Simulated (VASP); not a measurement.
Be3Te2Se:

```
CELL_PARAMETERS angstrom
-1.88350 5.65000 2.66350
1.88350 -5.65000 2.66350
1.88350 5.65000 -2.66350
ATOMIC_POSITIONS crystal
Be 0.58330 0.75000 0.83330
Be 0.91670 0.75000 0.16670
Be 0.25000 0.75000 0.50000
Te 0.66670 0.00000 0.66670
Te 0.33330 0.00000 0.33330
Se 0.00000 0.00000 0.00000
```

The cell was built by a generator and needn't be a form met in nature.

```yaml
Program: VASP 6.6.1
Task: relaxation of cell and atoms
Functional: PBE
Potentials_or_basis: VASP PAW PBE potentials, release 64 (Be, Te, Se)
Cutoff: 520 eV
k_mesh: 5 × 5 × 5
Occupations: gaussian, width 0.15 eV
Spin: no spin polarisation
```

At the start: pressure 8.5 GPa; volume 18.90 Å³/atom.

Problem. Where does the relaxation end?

Solution. Over 9 steps the energy falls by 88.5 meV/atom and the volume is 20.88 Å³/atom (+10.5 %); space group Imm2 (No. 44, to 0.05 Å).

Step by step:
```csv
step,energy change (eV),largest force (eV/Å),pressure (GPa),volume (Å³)
1,0.0000,1.3509,8.49,113.38
2,-0.4323,0.5085,-2.10,130.62
3,-0.4431,0.5870,-0.67,127.97
4,-0.4429,0.5754,-1.08,128.35
5,-0.4950,0.3856,-0.75,127.24
6,-0.5284,0.1245,0.11,125.08
7,-0.5299,0.0924,0.05,125.46
8,-0.5299,0.0983,-0.03,125.40
9,-0.5308,0.0311,0.07,125.27
```

Final structure:
```
Be Te Se
1.0
    -1.95128    5.84231    2.74708
     1.95128   -5.84231    2.74708
     1.95128    5.84231   -2.74708
Be Te Se
3 2 1
Direct
  0.60612 0.76308 0.84304
  0.92004 0.76308 0.15696
  0.22394 0.72394 0.50000
  0.66521 0.00021 0.66499
  0.33522 0.00021 0.33501
  0.99948 0.99948 0.00000
```
